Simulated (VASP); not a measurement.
Given:

```
W
1.0
    2.73422     0.00000     0.00000
   -0.91141     2.57785     0.00000
    0.00000     0.00000    26.14919
W
5
Cartesian
  0.91141   1.28893   8.68867
  0.00000   0.00000  10.84111
  0.91141   1.28893  13.07459
  1.82282   2.57785  15.30807
  0.91141   1.28893  17.46052
```

Calculation: PBEsol GGA, VASP's PBE PAW potentials (set 64) (plane waves; VASP 6.6.1). Settings: PREC = Normal, 400 eV cut-off, 11×11×1 Γ-centred mesh, first-order Methfessel-Paxton smearing of 0.10 eV, potentials W_sv.

Unless said otherwise, spin-orbit coupling is left out, though it shifts the bands of the heavy elements here.

Task: Estimate the energy per atom (σ→0), band gap (on the k-mesh) with the smallest direct gap where there is one.

Result: 
```yaml
band gap (on the k-mesh): none (metal, semimetal or under 0.01 eV)
energy per atom (σ→0): -13.171 eV/atom
```

The cell is a thin slab with vacuum, built from W (bcc): (110) face.
